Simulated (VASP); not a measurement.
# Zr3MoC: equilibrium volume by level of theory

Space group Pm-3m (No. 221). a = 4.943 Å, b = 4.943 Å, c = 4.943 Å, α = 90.00°, β = 90.00°, γ = 90.00°
```tsv
atom	site	symmetry	x	y	z
Zr	3d	4/mm.m	0.5000	0.0000	0.0000
Mo	1a	m-3m	0.0000	0.0000	0.0000
C	1b	m-3m	0.5000	0.5000	0.5000
```

The cell comes from a database or a generator and needn't be the stable form of this composition.

```tsv
rung	level	program and potentials	cutoff (eV)	k mesh	smearing	equilibrium volume (Å³/atom)	notes
LDA	LDA	VASP, LDA PAW files C, Mo_sv, Zr_sv, 600 eV	600	5 × 5 × 5	fermi-dirac 0.05	22.85	-
GGA	PBE	VASP, PBE PAW files C, Mo_sv, Zr_sv, 600 eV	600	6 × 6 × 6	gaussian 0.05	24.08	far from this level's other runs, on another mesh
GGA	PBE	VASP, PBE PAW files C, Mo_sv, Zr_sv, 600 eV	600	5 × 5 × 5	fermi-dirac 0.05	24.45	-
GGA + dispersion	PBE+dDsC	VASP, PBE PAW files C, Mo_sv, Zr_sv, 600 eV	600	5 × 5 × 5	fermi-dirac 0.05	23.95	-
GGA	PBEsol	VASP, PBE PAW files C, Mo_sv, Zr_sv, 600 eV	600	5 × 5 × 5	fermi-dirac 0.05	23.48	potentials made for PBE
GGA	RPBE	VASP, PBE PAW files C, Mo_sv, Zr_sv, 600 eV	600	6 × 6 × 6	gaussian 0.05	24.66	potentials made for PBE
GGA	RPBE	VASP, PBE PAW files C, Mo_sv, Zr_sv, 600 eV	600	5 × 5 × 5	fermi-dirac 0.05	25.03	potentials made for PBE
non-local van der Waals functional	optB88-vdW	VASP, PBE PAW files C, Mo_sv, Zr_sv, 600 eV	600	5 × 5 × 5	fermi-dirac 0.05	24.33	potentials made for PBE
```

Task: relaxation of cell and atoms. All rows: no spin polarisation. Smearing widths are in eV. For a metal such meshes aren't converged. Meshes differ between rows, which moves values too. Meshes are those of the run's cell of 5 atoms unless a note names another. Relaxations start from the cell shown or near it and stop with a little pressure left. Runs on faulty files, with rough fits or with known faults for this quantity aren't shown. No row holds spin-orbit coupling.

By rung: LDA 22.85; GGA 23.48 to 25.03; GGA + dispersion 23.95; non-local van der Waals functional 24.33 (Å³/atom).
